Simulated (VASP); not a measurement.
An input for Quantum ESPRESSO's pw.x (written as the equivalent of a VASP run, and not itself run):

```
&CONTROL
  calculation = 'vc-relax'
  pseudo_dir = './pseudo'
  outdir = './out'
  tprnfor = .true.
  tstress = .true.
  nstep = 60
  forc_conv_thr = 0.00039
/
&SYSTEM
  ibrav = 0
  nat = 2
  ntyp = 2
  ecutwfc = 84
  occupations = 'smearing'
  smearing = 'gaussian'
  degauss = 0.003675
  input_dft = 'pbe'
/
&ELECTRONS
  conv_thr = 7.3e-08
  electron_maxstep = 100
/
&IONS
/
&CELL
/
ATOMIC_SPECIES
  Ga 69.723 Ga.upf
  N 14.007 N.upf
CELL_PARAMETERS angstrom
     2.5090000    0.0000000    0.0000000
     0.0000000    2.5090000    0.0000000
     0.0000000    0.0000000    2.5090000
ATOMIC_POSITIONS crystal
  Ga   0.0000000  0.0000000  0.0000000
  N    0.5000000  0.5000000  0.5000000
K_POINTS automatic
  9 9 9 0 0 0
```

### Question
Write the VASP files for the same calculation (PBE).

### Answer
One answer among several that fit: 
**INCAR**
```
! general
SYSTEM   =  GaN
PREC     =  Accurate
ENCUT    =  520
LREAL    =  .FALSE.
LASPH    =  .TRUE.   ! aspherical one-centre terms

! electronic loop
EDIFF    =  1E-6   ! SCF stop (eV)
NELM     =  100
ALGO     =  Normal   ! blocked Davidson
LMAXMIX  =  4

! smearing
ISMEAR   =  0   ! Gaussian
SIGMA    =  0.05   ! width (eV)

! functional
GGA      =  PE   ! PBE

! ions
IBRION   =  2   ! conjugate gradients
NSW      =  60
ISIF     =  3
EDIFFG   =  -0.01   ! ionic stop

! output
LWAVE    =  .FALSE.
LCHARG   =  .FALSE.
```

POSCAR:
```
GaN
1
    2.5090000000     0.0000000000     0.0000000000
    0.0000000000     2.5090000000     0.0000000000
    0.0000000000     0.0000000000     2.5090000000
Ga N
1 1
Direct
  0.0000000000   0.0000000000   0.0000000000
  0.5000000000   0.5000000000   0.5000000000
```

**KPOINTS**
```
Automatic mesh
0
Gamma
9 9 9
```

POTCAR, in this order: Ga_d N (PBE.64 set). Program: vasp_std.

What does not carry over: the potentials are each code's own (VASP's PAW set, PseudoDojo norm-conserving files in pw.x), so ENCUT and ecutwfc are chosen apart and not converted; conv_thr bounds pw.x's estimated SCF error, while EDIFF bounds the energy change between steps; forc_conv_thr acts on force components and is met together with etot_conv_thr.

The structure was generated: GaN was put into the CsCl type type (Pm-3m), which need not be its known phase. This run relaxes it. Symmetry was kept, so distortions that lower it aren't found.
